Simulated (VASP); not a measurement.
Given:

```
MgO
1.0
    0.00000     2.12345     2.12345
    2.12345     0.00000     2.12345
    2.12345     2.12345     0.00000
Mg O
1 1
Direct
  0.00000   0.00000   0.00000
  0.50000   0.50000   0.50000
```

Computed with HSE06 screened hybrid, VASP's PBE PAW potentials (set 64) (plane waves; VASP). Run with 520 eV cut-off, 8×8×8 Γ-centred mesh, Gaussian smearing of 0.050 eV, potentials Mg O.

Question: Give the stress tensor in GPa (positive for a compressed cell).

Answer: 
```
-5.42   0.00   0.00
 0.00  -5.42   0.00
 0.00   0.00  -5.42
```
The pressure is its mean diagonal, -5.42 GPa.

The compound is MgO in the rock salt structure. It was relaxed first. The cell's shape comes from a PBE relaxation.
